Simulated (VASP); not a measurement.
# BAs (F-43m) in VASP: a series of runs, part 2 of 2

VASP 6.6.1. Earlier steps stand in the parts before.

## (3) Born charges and dielectric tensor, LDA

File INCAR:

```
SYSTEM = BAs
PREC = Accurate
ENCUT = 350
EDIFF = 1E-8
ISMEAR = 0
SIGMA = 0.02
LREAL = .FALSE.
LASPH = .TRUE.
NELM = 80
ALGO = Fast
ISIF = 2
LWAVE = .FALSE.
LCHARG = .FALSE.
GGA = CA
LEPSILON = .TRUE.
IBRION = 8
NSW = 1
```

File KPOINTS:

```
regular mesh
0
G
  6 6 6
  0 0 0
```

File POSCAR:

```
BAs                                     
1.0
    0.0000000000      2.3704591778      2.3704591778
    2.3704591778     -0.0000000000      2.3704591778
    2.3704591778      2.3704591778     -0.0000000000
  B               As            
     1     1
Direct
     0.0000000000000000    0.0000000000000000    0.0000000000000000
     0.2500000000000000    0.2500000000000000    0.2500000000000000
```

Potentials or basis: VASP PAW LDA potentials, release 64 (B, As).

On the command line:

```sh
$ cat potpaw_LDA.64/B/POTCAR potpaw_LDA.64/As/POTCAR > POTCAR
$ mpirun -np 1 vasp_std > vasp.out
```

OUTCAR:

```text
SYSTEM = BAs
   PREC = Accurate
   ENCUT = 350
   EDIFF = 1E-8
   ISMEAR = 0
   LREAL = .FALSE.
   LASPH = .TRUE.
   NELM = 80
   ISIF = 2
   GGA = CA
   LEPSILON = .TRUE.
   IBRION = 8
   NSW = 1

 ion  position               nearest neighbor table
   1  0.000  0.000  0.000-   2 2.05   2 2.05   2 2.05   2 2.05
   2  0.250  0.250  0.250-   1 2.05   1 2.05   1 2.05   1 2.05

  LATTYP: Found a face centered cubic cell.
 ALAT       =     4.7409183556

  Lattice vectors:

 A1 = (   0.0000000000,   2.3704591778,   2.3704591778)
 A2 = (   2.3704591778,   0.0000000000,   2.3704591778)
 A3 = (   2.3704591778,   2.3704591778,   0.0000000000)

Analysis of symmetry for initial positions (statically):
=====================================================================
 Subroutine PRICEL returns:
 Original cell was already a primitive cell.

 Routine SETGRP: Setting up the symmetry group for a
 face centered cubic supercell.

 Subroutine GETGRP returns: Found 24 space group operations
 (whereof 24 operations were pure point group operations)
 out of a pool of 48 trial point group operations.

The static configuration has the point symmetry T_d .

Analysis of symmetry for dynamics (positions and initial velocities):
=====================================================================
 Subroutine PRICEL returns:
 Original cell was already a primitive cell.

 Routine SETGRP: Setting up the symmetry group for a
 face centered cubic supercell.
[... 426 lines left out ...]

 PIEZOELECTRIC TENSOR (including local field effects)  for field in x, y, z        (C/m^2)
          XX          YY          ZZ          XY          YZ          ZX
  --------------------------------------------------------------------------------
  x    -0.00000     0.00000    -0.00000     0.00000     0.09106     0.00000
  y     0.00000    -0.00000     0.00000     0.00000     0.00000     0.09106
  z     0.00000     0.00000    -0.00000     0.09106     0.00000     0.00000

 BORN EFFECTIVE CHARGES (including local field effects) (in |e|, cummulative output)
 ---------------------------------------------------------------------------------
 ion    1
    1    -0.53965     0.00000    -0.00000
    2     0.00000    -0.53965    -0.00000
    3    -0.00000     0.00000    -0.53965
 ion    2
    1     0.53965     0.00000     0.00000
    2     0.00000     0.53965     0.00000
    3     0.00000    -0.00000     0.53965

 INTERNAL STRAIN TENSOR FOR ION    2 for displacements in x,y,z  (eV/Angst):
          X           Y           Z          XY          YZ          ZX
  --------------------------------------------------------------------------------
  x     0.00000     0.00000     0.00000     0.00000    -7.20988     0.00000
  y     0.00000     0.00000     0.00000     0.00000     0.00000    -7.20988
  z     0.00000     0.00000     0.00000    -7.20988     0.00000     0.00000

 SECOND DERIVATIVES (NOT SYMMETRIZED)
 ------------------------------------
               1X          1Y          1Z          2X          2Y          2Z
  1X   -17.169229    0.000000    0.000000   17.169229    0.000000    0.000000
  1Y     0.000000  -17.169229    0.000000    0.000000   17.169229    0.000000
  1Z     0.000000    0.000000  -17.169229    0.000000    0.000000   17.169229
  2X    17.179805    0.000000    0.000000  -17.179805    0.000000    0.000000
  2Y     0.000000   17.179805    0.000000    0.000000  -17.179805    0.000000
  2Z     0.000000    0.000000   17.179805    0.000000    0.000000  -17.179805

 Eigenvectors and eigenvalues of the dynamical matrix
 ----------------------------------------------------

   1 f  =   21.075573 THz   132.421731 2PiTHz  703.005443 cm-1    87.161527 meV
             X         Y         Z           dx          dy          dz
      0.000000  0.000000  0.000000     0.000000    0.934789    0.000000
      1.185230  1.185230  1.185230     0.000000   -0.355202    0.000000
[... 21 lines left out ...]
   6 f/i=    0.002155 THz     0.013538 2PiTHz    0.071871 cm-1     0.008911 meV
             X         Y         Z           dx          dy          dz
      0.000000  0.000000  0.000000     0.000000   -0.355202    0.000000
      1.185230  1.185230  1.185230     0.000000   -0.934789    0.000000

--------------------------------------------------------------------------------------------------------

 MACROSCOPIC STATIC DIELECTRIC TENSOR IONIC CONTRIBUTION
 ------------------------------------------------------
           0.115181     0.000000     0.000000
           0.000000     0.115181    -0.000000
           0.000000    -0.000000     0.115181
 ------------------------------------------------------

 ELASTIC MODULI CONTR FROM IONIC RELAXATION (kBar)
 Direction    XX          YY          ZZ          XY          YZ          ZX
 --------------------------------------------------------------------------------
 XX          -0.0000      0.0000      0.0000     -0.0000      0.0000      0.0000
 YY           0.0000     -0.0000      0.0000      0.0000     -0.0000     -0.0000
 ZZ           0.0000      0.0000     -0.0000      0.0000      0.0000      0.0000
 XY          -0.0000      0.0000      0.0000   -191.3046     -0.0000      0.0000
 YZ           0.0000     -0.0000      0.0000     -0.0000   -191.3046     -0.0000
 ZX           0.0000     -0.0000      0.0000      0.0000     -0.0000   -191.3046
 --------------------------------------------------------------------------------

 PIEZOELECTRIC TENSOR IONIC CONTR  for field in x, y, z        (C/m^2)
          XX          YY          ZZ          XY          YZ          ZX
  --------------------------------------------------------------------------------
  x     0.00000    -0.00000     0.00000    -0.00000    -0.13968    -0.00000
  y     0.00000    -0.00000     0.00000     0.00000    -0.00000    -0.13968
  z    -0.00000     0.00000     0.00000    -0.13968    -0.00000     0.00000
```

OSZICAR:

```text
N       E                     dE             d eps       ncg     rms          rms(c)
DAV:   1     0.588796679698E+01    0.58880E+01   -0.29284E+03   256   0.630E+02
DAV:   2    -0.134806867518E+02   -0.19369E+02   -0.18983E+02   432   0.874E+01
DAV:   3    -0.136819204114E+02   -0.20123E+00   -0.20123E+00   272   0.124E+01
[... 15 lines left out ...]
RMM:   4    -0.376485352952E-01   -0.45076E-04    0.72568E-05  1167   0.377E-02    0.316E-03
RMM:   5    -0.376537536917E-01   -0.52184E-05   -0.14785E-05  1253   0.343E-03    0.861E-04
RMM:   6    -0.376495877439E-01    0.41659E-05   -0.49455E-06  1216   0.590E-04    0.127E-04
RMM:   7    -0.376486960781E-01    0.89167E-06   -0.12249E-06  1271   0.871E-05    0.496E-05
RMM:   8    -0.376484773003E-01    0.21878E-06   -0.31654E-07  1188   0.319E-05    0.126E-05
RMM:   9    -0.376484852603E-01   -0.79600E-08   -0.17890E-08  1282   0.738E-06    0.787E-07
 Linear response finished
```

stdout:

```text
POSCAR found type information on POSCAR B As
 POSCAR found :  2 types and       2 ions
 scaLAPACK will be used
 LDA part: xc-table for (Slater(with rela. corr.)+CA(PZ))
 , standard interpolation
 POSCAR, INCAR and KPOINTS ok, starting setup
 FFT: planning ... GRIDC
 FFT: planning ... GRID_SOFT
 FFT: planning ... GRID
 WAVECAR not read
 entering main loop
[... 23 lines left out ...]
  Direction:   3
 dielectric tensor                  component  3 :     2.673     2.462    11.078
 Linear response DOF=           2
 Linear response progress:
 first order change of Fermi-energy   0.25709E-04
 force on displaced ion       1 direction 1 : -17.169  -0.000  -0.000
 Born effective charge ion    1 direction 1 :  -0.745   0.000   0.000
 Linear response progress:
 first order change of Fermi-energy  -0.53974E-04
 force on displaced ion       2 direction 1 : -17.180   0.000   0.000
 Born effective charge ion    2 direction 1 :   0.328   0.000   0.000
 Born effective charges drift removed
 Linear response finished
```

Run time: 32 s. Hardware: 1 thread of Intel Xeon Platinum 8488C (Sapphire Rapids), shared host; peak memory 0.13 GiB.

What came out:

| Quantity | Value |
| --- | --- |
| Band gap on the k mesh | 1.20 eV, indirect (least direct gap 3.28 eV) |
| Electronic dielectric tensor (diagonal) | 11.08 |
| Born charges (mean of the diagonal) | B -0.54; As +0.54 e |
| Highest phonon frequency at Γ, LO-TO splitting left out | 703 cm⁻¹ |

Phonon frequencies in cm⁻¹ (negative: imaginary):
```
              q point        frequencies
(0.000, 0.000, 0.000)  0 0 0 703 703 703
```

Electronic dielectric tensor:
```
11.08  0.00  0.00
 0.00 11.08  0.00
 0.00  0.00 11.08
```

Born effective charge tensors (e):
atom 1, B
```
-0.54  0.00  0.00
 0.00 -0.54  0.00
 0.00  0.00 -0.54
```
atom 2, As
```
0.54 0.00 0.00
0.00 0.54 0.00
0.00 0.00 0.54
```
